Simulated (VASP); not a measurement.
The system is Y.

```
Y
1.0
     3.64740    0.00000    0.00000
    -1.82370    3.15874    0.00000
     0.00000    0.00000    5.73060
Y
2
Direct
  0.33333 0.66667 0.25000
  0.66667 0.33333 0.75000
```

```yaml
Program: VASP 6.6.1
Task: relaxation of cell and atoms
Functional: r2SCAN
Potentials_or_basis: VASP PAW PBE potentials, release 64 (Y_sv)
Cutoff: 600 eV
k_mesh: 12 × 12 × 7
Occupations: methfessel-paxton, width 0.1 eV
Spin: no spin polarisation
```

At the start: pressure 0.7 GPa; volume 33.01 Å³/atom.

**Question.** Where does the relaxation end?

**Answer.** Over 5 steps the energy falls by 2.3 meV/atom and the volume is 33.55 Å³/atom (+1.6 %); space group P6_3/mmc (No. 194, to 0.05 Å).

Step by step:
```csv
step,energy change (eV),largest force (eV/Å),pressure (GPa),volume (Å³)
1,0.0000,0.0000,0.72,66.02
2,-0.0041,0.0000,-0.21,67.44
3,-0.0041,0.0000,-0.12,67.31
4,-0.0045,0.0000,-0.04,67.16
5,-0.0046,0.0000,0.00,67.10
```

Final structure:
```cif
data_structure
_symmetry_space_group_name_H-M 'P 1'
_symmetry_Int_Tables_number 1
_cell_length_a 3.6863
_cell_length_b 3.6863
_cell_length_c 5.7020
_cell_angle_alpha 90.000
_cell_angle_beta 90.000
_cell_angle_gamma 120.000
_cell_volume 67.10
loop_
_atom_site_label
_atom_site_type_symbol
_atom_site_fract_x
_atom_site_fract_y
_atom_site_fract_z
_atom_site_occupancy
Y1 Y 0.33333 0.66667 0.25000 1
Y2 Y 0.66667 0.33333 0.75000 1
```

Caveat: the PAW data sets were made with another functional, which shifts forces and pressure a little.
